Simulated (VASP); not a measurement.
Calculation: PBE GGA, VASP's PBE PAW potentials (set 64) (plane waves; VASP 6.6.1).

A VASP calculation is set up with these files.

INCAR:
```
SYSTEM=Sn
PREC=Accurate; ENCUT=300; LREAL=.FALSE.
LASPH=.TRUE.
EDIFF=1E-6; NELM=100; ALGO=Normal
LMAXMIX=4
ISMEAR=-1; SIGMA=0.1
GGA=PE
ISIF=2
LWAVE=.FALSE.; LCHARG=.FALSE.
```

File POSCAR:
```
Sn
1
   -2.9150000000     2.9150000000     1.5900000000
    2.9150000000    -2.9150000000     1.5900000000
    2.9150000000     2.9150000000    -1.5900000000
Sn
2
Direct
  0.2500000000   0.7500000000   0.5000000000
  0.0000000000   0.0000000000   0.0000000000
```

**KPOINTS**
```
Automatic
0
Gamma
  7 7 5
```

POTCAR, in this order: Sn_d (PBE.64 set). Program: vasp_std.

The resulting files:

### OSZICAR
```
       N       E                     dE             d eps       ncg     rms          rms(c)
DAV:   1     0.172880678533E+03    0.17288E+03   -0.11361E+04  2610   0.176E+03
DAV:   2     0.683505825708E+01   -0.16605E+03   -0.16430E+03  2600   0.372E+02
DAV:   3    -0.728255973288E+01   -0.14118E+02   -0.13994E+02  2968   0.120E+02
DAV:   4    -0.762490928992E+01   -0.34235E+00   -0.34193E+00  2864   0.206E+01
DAV:   5    -0.763743925600E+01   -0.12530E-01   -0.12530E-01  3454   0.344E+00    0.238E+00
DAV:   6    -0.762225328922E+01    0.15186E-01   -0.27277E-02  3374   0.252E+00    0.135E+00
DAV:   7    -0.761743785172E+01    0.48154E-02   -0.19184E-02  3366   0.206E+00    0.147E-01
DAV:   8    -0.761733681911E+01    0.10103E-03   -0.18002E-03  3034   0.626E-01    0.342E-02
DAV:   9    -0.761734468247E+01   -0.78634E-05   -0.45959E-05  3158   0.680E-02    0.141E-02
DAV:  10    -0.761734297346E+01    0.17090E-05   -0.63979E-06  2950   0.357E-02    0.178E-03
DAV:  11    -0.761734297407E+01   -0.60800E-09   -0.25348E-07  1404   0.728E-03
   1 F= -.76173430E+01 E0= -.75996597E+01  d E =-.353665E-01
```

File OUTCAR:
```
------------------------ aborting loop because EDIFF is reached ----------------------------------------
  FORCE on cell =-STRESS in cart. coord.  units (eV):
  Direction    XX          YY          ZZ          XY          YZ          ZX
  --------------------------------------------------------------------------------------
  Total        0.7476022      0.7476022      0.7036278      0.0000000      0.0000000      0.0000000
  in kB       22.1639387     22.1639387     20.8602430      0.0000000      0.0000000      0.0000000
  external PRESSURE =      21.7293735 kB  Pullay stress =       0.0000000 kB
  volume of cell :       54.04
      direct lattice vectors                 reciprocal lattice vectors
    -2.915000000  2.915000000  1.590000000     0.000000000  0.171526587  0.314465409
     2.915000000 -2.915000000  1.590000000     0.171526587  0.000000000  0.314465409
     2.915000000  2.915000000 -1.590000000     0.171526587  0.171526587  0.000000000
 POSITION                                       TOTAL-FORCE (eV/Angst)
 -----------------------------------------------------------------------------------
      2.91500     -0.00000      0.79500        -0.000000      0.000000      0.000000
      0.00000      0.00000      0.00000         0.000000     -0.000000     -0.000000
 -----------------------------------------------------------------------------------
    total drift:                               -0.000000     -0.000000      0.000000
  FREE ENERGIE OF THE ION-ELECTRON SYSTEM (eV)
  ---------------------------------------------------
  free  energy   TOTEN  =        -7.6173429741 eV

  energy  without entropy=       -7.5819764809  energy(sigma->0) =       -7.59965973
```
(Selected blocks of OUTCAR.)

At this cut-off the stress carries a Pulay error, which pulls relaxed volumes low.

The structure is a typed Sn crystal (I4_1/amd). The cell was not relaxed at this level. The k-mesh is coarse (spacing up to 0.32 per Å, 2π included), so the numbers may not be converged in it.
